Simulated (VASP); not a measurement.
```
CELL_PARAMETERS angstrom
      4.18127     0.00000     0.00000
      0.00000     4.18127     0.00000
      0.00000     0.00000     2.67156
ATOMIC_POSITIONS crystal
  Si 0.00000 0.00000 0.00000
  Si 0.50000 0.50000 0.50000
  O  0.30597 0.30597 0.00000
  O  0.80597 0.19403 0.50000
  O  0.19403 0.80597 0.50000
  O  0.69403 0.69403 0.00000
```

Method: r2SCAN meta-GGA, VASP's PBE PAW potentials (set 64) (plane waves; VASP). Settings: 620 eV cut-off, 5×5×8 Γ-centred mesh, Gaussian smearing of 0.050 eV, potentials Si O.

Problem. Estimate the energy per atom (σ→0), band gap (on the k-mesh) with the smallest direct gap where there is one.

Solution. 
```yaml
band gap (on the k-mesh): 6.51 eV
smallest direct gap (on the k-mesh): 6.51 eV
energy per atom (σ→0): -9.801 eV/atom
```

Total energies compare only between runs with the same potentials, cut-off and functional.

The compound is SiO2 in the rutile structure, stishovite, a high-pressure form. It was relaxed first.
